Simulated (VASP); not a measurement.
OSZICAR of a VASP run on C (space group C2/m):

File OSZICAR:
```
       N       E                     dE             d eps       ncg     rms          rms(c)
DAV:   1     0.113775117052E+00    0.11378E+00   -0.43334E+03  3848   0.886E+02
DAV:   2    -0.202428936857E+02   -0.20357E+02   -0.19288E+02  5744   0.116E+02
DAV:   3    -0.204986367600E+02   -0.25574E+00   -0.25574E+00  4656   0.150E+01
DAV:   4    -0.204996289928E+02   -0.99223E-03   -0.99223E-03  6240   0.897E-01
DAV:   5    -0.204996292580E+02   -0.26515E-06   -0.26515E-06  4608   0.129E-02    0.640E+00
DAV:   6    -0.195847335335E+02    0.91490E+00   -0.97793E-01  4408   0.694E+00    0.371E+00
DAV:   7    -0.192893413998E+02    0.29539E+00   -0.10406E+00  4976   0.712E+00    0.952E-01
DAV:   8    -0.192911233905E+02   -0.17820E-02   -0.10554E-02  4592   0.899E-01    0.728E-02
DAV:   9    -0.192910806289E+02    0.42762E-04   -0.34305E-04  5424   0.149E-01    0.494E-02
DAV:  10    -0.192911897271E+02   -0.10910E-03   -0.15435E-04  4048   0.978E-02    0.193E-02
DAV:  11    -0.192911902123E+02   -0.48526E-06   -0.36850E-06  5408   0.140E-02
   1 F= -.19291190E+02 E0= -.19291190E+02  d E =-.192912E+02
```

Problem. Which electronic solver shows in the log?

Solution. It is blocked Davidson (ALGO = Normal, or the opening steps of other solvers). The INCAR had ALGO = Normal.

Problem. Can the final energy be trusted as converged?

Solution. Self-consistency was reached. It stopped with EDIFF = 1E-6, NELM = 100, NSW = 60 and EDIFFG = -0.01 after 1 ionic step (PBEsol GGA, plane waves, VASP's PBE PAW potentials (set 64)).

The structure comes from a computed database's C entry (C2/m); how it stands against other phases isn't given here. It was relaxed first. The start is the result of an earlier pass.
